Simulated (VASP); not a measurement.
Consider the following.

```xyz
8
Lattice="4.6352 0.0000 0.0000 0.0000 4.6352 0.0000 0.0000 0.0000 9.8027" Properties=species:S:1:pos:R:3 pbc="T T T"
Ba     0.0000     2.3176     6.2794
Ba     2.3176     0.0000     3.5234
Cd     2.3176     2.3176     0.0000
Cd     0.0000     0.0000     0.0000
Sb     0.0000     2.3176     1.8141
Sb     2.3176     0.0000     7.9886
F      2.3176     2.3176     4.9014
F      0.0000     0.0000     4.9014
```

Method: r2SCAN meta-GGA, VASP's PBE PAW potentials (set 64) (plane waves; VASP 6.6.1). Numerical set-up: 520 eV cut-off, 6×6×3 Γ-centred mesh, tetrahedra with Blöchl corrections, potentials Ba_sv Cd Sb F.

The cores are frozen, which limits the accuracy of field gradients.

Q: Give the principal components of the electric field gradient (V/Å²) and the asymmetry η at each nucleus.

A: 
| atom | Vxx | Vyy | Vzz | η |
|---|---|---|---|---|
| Ba1 | -33.3 | -33.3 | 66.7 | 0.00 |
| Ba2 | -33.3 | -33.3 | 66.7 | 0.00 |
| Cd3 | 10.3 | 10.3 | -20.6 | 0.00 |
| Cd4 | 10.3 | 10.3 | -20.6 | 0.00 |
| Sb5 | -13.0 | -13.0 | 26.1 | 0.00 |
| Sb6 | -13.0 | -13.0 | 26.1 | 0.00 |
| F7 | 2.8 | 2.8 | -5.6 | 0.00 |
| F8 | 2.8 | 2.8 | -5.6 | 0.00 |

The structure comes from a computed database's BaCdSbF entry (P4/nmm); how it stands against other phases isn't given here. It was relaxed first.
